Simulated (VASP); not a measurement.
Input:

```yaml
crystal:
  lattice:
    - [0.00000, 1.70109, 1.70109]
    - [1.70109, 0.00000, 1.70109]
    - [1.70109, 1.70109, 0.00000]
  atoms:
    - { symbol: Cu, position: [0.00000, 0.00000, 0.00000] }
```

Computed with PBE GGA, VASP's PBE PAW potentials (set 64) (plane waves; VASP 6.6.1). Numerical set-up: 500 eV cut-off, 18×18×18 Γ-centred mesh, first-order Methfessel-Paxton smearing of 0.10 eV, potentials Cu.

Task: Predict the energy per atom (σ→0), pressure, band gap (on the k-mesh) with the smallest direct gap where there is one.

Result: 
```
Quantity                                                     Value
------------------------  ----------------------------------------
band gap (on the k-mesh)  none (metal, semimetal or under 0.01 eV)
energy per atom (σ→0)                               -3.477 eV/atom
pressure                                                 44.85 GPa
```

Total energies compare only between runs with the same potentials, cut-off and functional.

The compound is Cu in the fcc structure. It was relaxed first under an external pressure of 45 GPa.
